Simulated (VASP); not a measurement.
An input for Quantum ESPRESSO's pw.x (written as the equivalent of a VASP run, and not itself run):

```
&CONTROL
  calculation = 'scf'
  pseudo_dir = './pseudo'
  outdir = './out'
  tprnfor = .true.
  tstress = .false.
/
&SYSTEM
  ibrav = 0
  nat = 2
  ntyp = 2
  ecutwfc = 88
  occupations = 'smearing'
  smearing = 'gaussian'
  degauss = 0.00147
  input_dft = 'pbe0'
  nqx1 = 5
  nqx2 = 5
  nqx3 = 5
/
&ELECTRONS
  conv_thr = 7.3e-08
  electron_maxstep = 100
/
ATOMIC_SPECIES
  Na 22.990 Na.upf
  Cl 35.450 Cl.upf
CELL_PARAMETERS angstrom
     0.0000000    2.7940650    2.7940650
     2.7940650    0.0000000    2.7940650
     2.7940650    2.7940650    0.0000000
ATOMIC_POSITIONS crystal
  Na   0.0007730 -0.0085220 -0.0077890
  Cl   0.4992270  0.5085220  0.5077890
K_POINTS automatic
  5 5 5 0 0 0
```

**Question.** Translate this input to VASP (INCAR, KPOINTS, POSCAR, choice of POTCAR).

**Answer.** This is not unique; one that fits is 
POSCAR:
```
NaCl
1
    0.0000000000     2.7940650000     2.7940650000
    2.7940650000     0.0000000000     2.7940650000
    2.7940650000     2.7940650000     0.0000000000
Na Cl
1 1
Direct
  0.0007730000  -0.0085220000  -0.0077890000
  0.4992270000   0.5085220000   0.5077890000
```

### INCAR
```
SYSTEM = NaCl
PREC = Accurate
ENCUT = 300
EDIFF = 1E-6
NELM = 100
ALGO = Normal
LREAL = .FALSE.
LASPH = .TRUE.
ISMEAR = 0
SIGMA = 0.02
GGA = PE
AEXX = 0.25
HFRCUT = -1
LHFCALC = .TRUE.
PRECFOCK = Fast
ISYM = 3
LWAVE = .FALSE.
LCHARG = .FALSE.
ISIF = 2
```

### KPOINTS
```
Automatic mesh
0
Gamma
5 5 5
0 0 0
```

POTCAR, in this order: Na_pv Cl (PBE.64 set). Program: vasp_std.

Limits of the translation: the potentials are each code's own (VASP's PAW set, PseudoDojo norm-conserving files in pw.x), so ENCUT and ecutwfc are chosen apart and not converted; conv_thr bounds pw.x's estimated SCF error, while EDIFF bounds the energy change between steps; the singularity of exact exchange is treated differently by default.

The structure comes from a computed database's NaCl entry; how it stands against other phases isn't given here. The cell was not relaxed at this level, atoms are displaced from their ideal sites.
